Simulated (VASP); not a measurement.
All values below come from LDA (Ceperley-Alder, Perdew-Zunger), VASP's LDA PAW potentials (set 64) (plane waves; VASP 6.6.1).

Input for VASP

File KPOINTS:
```
Automatic mesh
0
Gamma
6 6 5
0 0 0
```

INCAR:
```
# general
SYSTEM =Tc2B
PREC   =Accurate
ENCUT  =400   # plane-wave cut-off (eV)
LREAL  =.FALSE.   # projection in real space or not
LASPH  =.TRUE.   # aspherical one-centre terms

# electronic loop
EDIFF  =1E-6
NELM   =100   # most electronic steps
ALGO   =Normal   # blocked Davidson
LMAXMIX=4   # l cut-off of mixed one-centre charges

# smearing
ISMEAR =-1   # Fermi-Dirac
SIGMA  =0.1   # width (eV)

# ions
ISIF   =2   # forces and stress, cell fixed

# output
LWAVE  =.FALSE.
LCHARG =.FALSE.
```

**POSCAR**
```
Tc2B
1
    3.9666560000     0.0000000000     0.0000000000
   -1.9833280000     3.4352240000     0.0000000000
    0.0000000000     0.0000000000     4.8602420000
B Tc
2 4
Direct
  0.3333330000   0.6666670000   0.2500000000
  0.6666670000   0.3333330000   0.7500000000
  0.0000000000   0.0000000000   0.0000000000
  0.0000000000   0.0000000000   0.5000000000
  0.3333330000   0.6666670000   0.7500000000
  0.6666670000   0.3333330000   0.2500000000
```

POTCAR, in this order: B Tc_pv (LDA.64 set). Program: vasp_std.

The resulting files:

OSZICAR:
```
       N       E                     dE             d eps       ncg     rms          rms(c)
DAV:   1     0.657744114565E+03    0.65774E+03   -0.29991E+04  1580   0.143E+03
DAV:   2    -0.306979713918E+02   -0.68844E+03   -0.67837E+03  1516   0.465E+02
DAV:   3    -0.638091709193E+02   -0.33111E+02   -0.32344E+02  1942   0.103E+02
DAV:   4    -0.646060120967E+02   -0.79684E+00   -0.78787E+00  1658   0.146E+01
DAV:   5    -0.646287171578E+02   -0.22705E-01   -0.22599E-01  1838   0.214E+00    0.364E+01
DAV:   6    -0.606234906542E+02    0.40052E+01   -0.33627E+01  1840   0.329E+01    0.117E+01
DAV:   7    -0.615066702957E+02   -0.88318E+00   -0.20092E+01  1782   0.273E+01    0.119E+01
DAV:   8    -0.600153147631E+02    0.14914E+01   -0.73695E+00  1740   0.179E+01    0.501E+00
DAV:   9    -0.600021689910E+02    0.13146E-01   -0.39056E-01  1724   0.412E+00    0.110E+00
DAV:  10    -0.599891936142E+02    0.12975E-01   -0.10454E-01  1694   0.234E+00    0.348E-01
DAV:  11    -0.599887361388E+02    0.45748E-03   -0.63032E-03  1824   0.564E-01    0.106E-01
DAV:  12    -0.599885757308E+02    0.16041E-03   -0.91699E-04  1804   0.169E-01    0.209E-02
DAV:  13    -0.599885714848E+02    0.42459E-05   -0.79088E-05  1848   0.397E-02    0.910E-03
DAV:  14    -0.599885703657E+02    0.11191E-05   -0.11131E-05  1552   0.160E-02    0.354E-03
DAV:  15    -0.599885700573E+02    0.30840E-06   -0.16090E-06  1018   0.756E-03
   1 F= -.59988570E+02 E0= -.59893846E+02  d E =-.189447E+00
```

**OUTCAR**
```
------------------------ aborting loop because EDIFF is reached ----------------------------------------
  FORCE on cell =-STRESS in cart. coord.  units (eV):
  Direction    XX          YY          ZZ          XY          YZ          ZX
  --------------------------------------------------------------------------------------
  Total        4.9913256      4.9913231      0.5197338      0.0000000      0.0000000      0.0000000
  in kB      120.7505148    120.7504540     12.5734370      0.0000000      0.0000000      0.0000000
  external PRESSURE =      84.6914686 kB  Pullay stress =       0.0000000 kB
  volume of cell :       66.23
      direct lattice vectors                 reciprocal lattice vectors
     3.966656000  0.000000000  0.000000000     0.252101518  0.145550916  0.000000000
    -1.983328000  3.435224000  0.000000000     0.000000000  0.291101832  0.000000000
     0.000000000  0.000000000  4.860242000     0.000000000  0.000000000  0.205751072
 POSITION                                       TOTAL-FORCE (eV/Angst)
 -----------------------------------------------------------------------------------
     -0.00000      2.29015      1.21506        -0.000000      0.000000      0.000000
      1.98333      1.14507      3.64518         0.000000      0.000000      0.000000
      0.00000      0.00000      0.00000        -0.000000     -0.000000      0.000000
      0.00000      0.00000      2.43012        -0.000000     -0.000000      0.000000
     -0.00000      2.29015      3.64518         0.000000     -0.000000      0.000000
      1.98333      1.14507      1.21506        -0.000000      0.000000      0.000000
 -----------------------------------------------------------------------------------
    total drift:                               -0.001273     -0.000168      0.000026
  FREE ENERGIE OF THE ION-ELECTRON SYSTEM (eV)
  ---------------------------------------------------
  free  energy   TOTEN  =       -59.9885700573 eV

  energy  without entropy=      -59.7991227639  energy(sigma->0) =      -59.89384641
```
(Selected blocks of OUTCAR.)

At this cut-off the stress carries a Pulay error, which pulls relaxed volumes low.

The structure was generated: Tc2B was put into an ordered model structure, which need not be its known phase. The cell was not relaxed at this level. The k-mesh is coarse (spacing up to 0.30 per Å, 2π included), so the numbers may not be converged in it. The run is one of a series of settings (GGA removed, POTCAR B Tc_pv (LDA.64 set) against the base run), some of them coarse on purpose.
